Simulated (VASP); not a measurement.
Method: PBEsol GGA, VASP's PBE PAW potentials (set 64) (plane waves; VASP).

VASP ran on this input.

KPOINTS:
```
Regular mesh
0
gamma
  10 10 10
0 0 0
```

INCAR:
```
SYSTEM=SmB2
PREC=Accurate; ENCUT=600; LREAL=F
LASPH=T
EDIFF=1E-7; NELM=100; ALGO=Normal
LMAXMIX=6
ISMEAR=1; SIGMA=0.1
GGA=PS
ISIF=2
LWAVE=F; LCHARG=F
```

### POSCAR
```
SmB2
4.2866780
 -0.4420754011   0.4420754011   0.7804732543
  0.4420754011  -0.4420754011   0.7804732543
  0.4420754011   0.4420754011  -0.7804732543
Sm B
1 2
Cartesian
  0.0058320219  -0.0000000000  -0.0000000000
  0.0000000000  -0.0000000000   0.5990672903
  0.0000000000  -0.0000000000   0.9618792184
```

POTCAR, in this order: Sm_3 B (PBE.64 set). Program: vasp_std.

What VASP printed:

**OUTCAR**
```
 ion  position               nearest neighbor table
   1  0.000  0.007  0.007-   2 2.57   3 2.57   2 2.77   3 2.77   3 2.77   2 2.77   3 2.81   2 2.81
                             3 2.81   2 2.81
   2  0.384  0.384  0.000-   3 1.56   1 2.57   1 2.77   1 2.77   1 2.81   1 2.81
   3  0.616  0.616  0.000-   2 1.56   1 2.57   1 2.77   1 2.77   1 2.81   1 2.81
  LATTYP: Found a body centered tetragonal cell.
 ALAT       =     3.7900697924
 C/A-ratio  =     1.7654754199
 Subroutine PRICEL returns:
 Original cell was already a primitive cell.
 Subroutine GETGRP returns: Found  4 space group operations
The static configuration has the point symmetry C_2v.
The dynamic configuration has the point symmetry C_2v.
 Subroutine INISYM returns: Found  4 space group operations
 Subroutine IBZKPT returns following result:
 Found    171 irreducible k-points:

 Following reciprocal coordinates:
            Coordinates               Weight
  0.000000  0.000000  0.000000      1.000000
  0.100000  0.000000  0.000000      4.000000
  0.000000  0.100000  0.000000      4.000000
  0.200000  0.000000  0.000000      4.000000
  0.000000  0.200000  0.000000      4.000000
  0.300000 -0.000000  0.000000      4.000000
 -0.000000  0.300000  0.000000      4.000000
  0.400000  0.000000  0.000000      4.000000
  0.000000  0.400000  0.000000      4.000000
  0.500000 -0.000000  0.000000      2.000000
 -0.000000  0.500000  0.000000      2.000000
  0.100000  0.100000  0.000000      8.000000
  0.200000  0.100000 -0.000000      8.000000
 -0.000000  0.300000 -0.100000      8.000000
  0.300000  0.100000  0.000000      8.000000
  0.000000  0.400000 -0.100000      8.000000
  0.400000  0.100000  0.000000      8.000000
 -0.000000  0.500000 -0.100000      8.000000
  0.500000  0.100000  0.000000      8.000000
 -0.000000 -0.400000 -0.100000      8.000000
 -0.400000  0.100000  0.000000      8.000000
  0.000000 -0.300000 -0.100000      8.000000
 -0.300000  0.100000 -0.000000      8.000000
  0.000000 -0.200000 -0.100000      8.000000
 -0.200000  0.100000  0.000000      8.000000
 -0.000000 -0.100000 -0.100000      8.000000
 -0.100000  0.100000  0.000000      4.000000
  0.200000  0.200000  0.000000      8.000000
  0.300000  0.200000  0.000000      8.000000
 -0.000000  0.500000 -0.200000      8.000000
  0.400000  0.200000  0.000000      8.000000
  0.000000 -0.400000 -0.200000      8.000000
  0.500000  0.200000  0.000000      8.000000
  0.000000 -0.300000 -0.200000      8.000000
 -0.400000  0.200000 -0.000000      8.000000
  0.000000 -0.200000 -0.200000      8.000000
 -0.300000  0.200000 -0.000000      8.000000
  0.000000 -0.100000 -0.200000      8.000000
 -0.200000  0.200000  0.000000      4.000000
  0.300000  0.300000  0.000000      8.000000
   k-points           NKPTS =    171   k-points in BZ     NKDIM =    171   number of bands    NBANDS=     12
   number of dos      NEDOS =    301   number of ions     NIONS =      3
   total plane-waves  NPLWV =  46656
   dimension x,y,z NGX =    36 NGY =   36 NGZ =   36
   dimension x,y,z NGXF=    72 NGYF=   72 NGZF=   72
   ions per type =               1   2
   PREC   = accura    normal or accurate (medium, high low for compatibility)
   ISTART =      0    job   : 0-new  1-cont  2-samecut
   ICHARG =      2    charge: 1-file 2-atom 10-const
   ISPIN  =      1    spin polarized calculation?
   LNONCOLLINEAR =      F non collinear calculations
   LSORBIT =      F    spin-orbit coupling
   INIWAV =      1    electr: 0-lowe 1-rand  2-diag
   ENCUT  =  600.0 eV  44.10 Ry    6.64 a.u.   8.56  8.56  8.56*2*pi/ulx,y,z
   NELM   =    100;   NELMIN=  2; NELMDL= -5     # of ELM steps
   EDIFF  = 0.1E-06   stopping-criterion for ELM
...
```

**OSZICAR**
```
       N       E                     dE             d eps       ncg     rms          rms(c)
DAV:   1     0.914638160835E+02    0.91464E+02   -0.80532E+03  4104   0.137E+03
DAV:   2    -0.157157697145E+02   -0.10718E+03   -0.10314E+03  4700   0.289E+02
DAV:   3    -0.189628035948E+02   -0.32470E+01   -0.31584E+01  5324   0.464E+01
DAV:   4    -0.189969059073E+02   -0.34102E-01   -0.34000E-01  4844   0.500E+00
DAV:   5    -0.189974890915E+02   -0.58318E-03   -0.58303E-03  5296   0.563E-01    0.738E+00
DAV:   6    -0.178583875430E+02    0.11391E+01   -0.28982E+00  4948   0.101E+01    0.400E+00
DAV:   7    -0.178050223582E+02    0.53365E-01   -0.39313E-01  5392   0.341E+00    0.176E+00
DAV:   8    -0.178042888727E+02    0.73349E-03   -0.40526E-02  4892   0.156E+00    0.234E-01
DAV:   9    -0.178033775061E+02    0.91137E-03   -0.43428E-03  5140   0.461E-01    0.519E-02
DAV:  10    -0.178033763750E+02    0.11312E-05   -0.31970E-04  5164   0.152E-01    0.155E-02
DAV:  11    -0.178033757665E+02    0.60850E-06   -0.79009E-06  4924   0.260E-02    0.127E-02
DAV:  12    -0.178033736285E+02    0.21380E-05   -0.15638E-05  4976   0.286E-02    0.158E-03
DAV:  13    -0.178033736223E+02    0.62371E-08   -0.61336E-07  4900   0.625E-03
   1 F= -.17803374E+02 E0= -.17803555E+02  d E =0.542979E-03
```

**OUTCAR**
```
------------------------ aborting loop because EDIFF is reached ----------------------------------------
  FORCE on cell =-STRESS in cart. coord.  units (eV):
  Direction    XX          YY          ZZ          XY          YZ          ZX
  --------------------------------------------------------------------------------------
  Total       -0.0335020     -0.0320473     -0.0478119      0.0000000      0.0000000      0.0000000
  in kB       -1.1168824     -1.0683862     -1.5939439      0.0000000      0.0000000      0.0000000
  external PRESSURE =      -1.2597375 kB  Pullay stress =       0.0000000 kB
  volume of cell :       48.06
      direct lattice vectors                 reciprocal lattice vectors
    -1.895034896  1.895034896  3.345637529     0.000000000  0.263847384  0.149448347
     1.895034896 -1.895034896  3.345637529     0.263847384  0.000000000  0.149448347
     1.895034896  1.895034896 -3.345637529     0.263847384  0.263847384  0.000000000
 POSITION                                       TOTAL-FORCE (eV/Angst)
 -----------------------------------------------------------------------------------
      0.02500      0.00000      0.00000        -0.131793     -0.000000      0.000000
      0.00000      0.00000      2.56801         0.065897      0.000000      0.017162
      0.00000      0.00000      4.12327         0.065897      0.000000     -0.017162
 -----------------------------------------------------------------------------------
    total drift:                               -0.000001      0.000000      0.000000
  FREE ENERGIE OF THE ION-ELECTRON SYSTEM (eV)
  ---------------------------------------------------
  free  energy   TOTEN  =       -17.8033736223 eV

  energy  without entropy=      -17.8039166010  energy(sigma->0) =      -17.80355462
```
(Selected blocks of OUTCAR.)

### OUTCAR
```
 val. band max:        2.6844035500   @ k =   0.5000   0.5000   0.5000

 cond. band min:       2.7179590823   @ k =  -0.3000   0.4000   0.3000


 Fermi energy:         2.7059148274

 k-point     1 :       0.0000    0.0000    0.0000
  band No.  band energies     occupation
      1     -36.8188      2.00000
      2     -16.2514      2.00000
      3     -16.1419      2.00000
      4     -16.1419      2.00000
      5      -6.3789      2.00000
      6      -0.1939      2.00000
      7       2.6239      1.99016
      8       3.5176     -0.00000
      9       3.5261     -0.00000
     10       3.7137     -0.00000
     11       3.7333     -0.00000
     12       4.2260     -0.00000

 k-point     2 :       0.1000    0.0000    0.0000
  band No.  band energies     occupation
      1     -36.8161      2.00000
      2     -16.2658      2.00000
      3     -16.1882      2.00000
      4     -16.1397      2.00000
      5      -6.2320      2.00000
      6      -0.2559      2.00000
      7       2.2910      2.00000
      8       2.9891     -0.00046
      9       3.1421     -0.00000
     10       3.8636     -0.00000
     11       4.0613     -0.00000
     12       4.7000     -0.00000

 k-point     3 :       0.0000    0.1000    0.0000
  band No.  band energies     occupation
      1     -36.8161      2.00000
      2     -16.2658      2.00000
      3     -16.1882      2.00000
      4     -16.1397      2.00000
      5      -6.2320      2.00000
      6      -0.2559      2.00000
      7       2.2914      2.00000
      8       2.9989     -0.00028
      9       3.1303     -0.00000
     10       3.8598     -0.00000
     11       4.0613     -0.00000
     12       4.7067      0.00000

 k-point     4 :       0.2000    0.0000    0.0000
  band No.  band energies     occupation
      1     -36.8088      2.00000
      2     -16.3484      2.00000
      3     -16.2601      2.00000
      4     -16.1338      2.00000
      5      -5.8279      2.00000
      6      -0.5144      2.00000
...
```

The 4f electrons are frozen in the core of the lanthanide potential, so 4f levels, which can set the real gap, and their magnetism are missing.

The structure was generated: SmB2 was put into the MoSi2 type (I4/mmm), which need not be its known phase. This cell was strained or had an atom moved on purpose. The electron count is odd and the run is not spin-polarised, which forces a metal.
